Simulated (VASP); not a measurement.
```
MnSn
1.0
    3.97252     0.00000     0.00000
   -1.98626     3.44031     0.00000
    0.00000     0.00000     5.44691
Mn Sn
2 2
Direct
  0.00000   0.00000   0.50000
  0.00000   0.00000   0.00000
  0.33333   0.66667   0.25000
  0.66667   0.33333   0.75000
```

Calculation: PBEsol GGA, VASP's PBE PAW potentials (set 64) (plane waves; VASP). Settings: 400 eV cut-off, 10×10×7 Γ-centred mesh, tetrahedra with Blöchl corrections, potentials Mn_pv Sn_d.

The run has a spin-polarised start.  Unless said otherwise, spin-orbit coupling is left out, though it shifts the bands of the heavy elements here.

### Question
Tabulate the total density of states (states/eV per cell) against energy (eV; zero at the valence-band maximum or, without a gap, the Fermi level).

### Answer

```csv
E (eV),DOS (states/eV)
-9.98,0.32
-9.38,0.58
-8.90,0.62
-8.30,0.87
-7.70,1.34
-7.22,1.41
-6.62,1.13
-6.02,0.08
-5.54,0.00
-4.94,0.02
-4.34,1.49
-3.86,2.31
-3.26,2.18
-2.66,4.72
-2.18,5.21
-1.58,8.03
-0.98,4.19
-0.50,4.24
0.10,2.11
0.70,4.80
1.18,3.61
1.78,3.46
2.38,2.04
2.86,1.62
3.46,2.10
```
Within 2 eV below the Fermi level the largest weight inside VASP's projection spheres is Mn d.

The structure comes from a computed database's MnSn entry (P6_3/mmc); how it stands against other phases isn't given here. It was relaxed first, which changed the volume by -6 %.
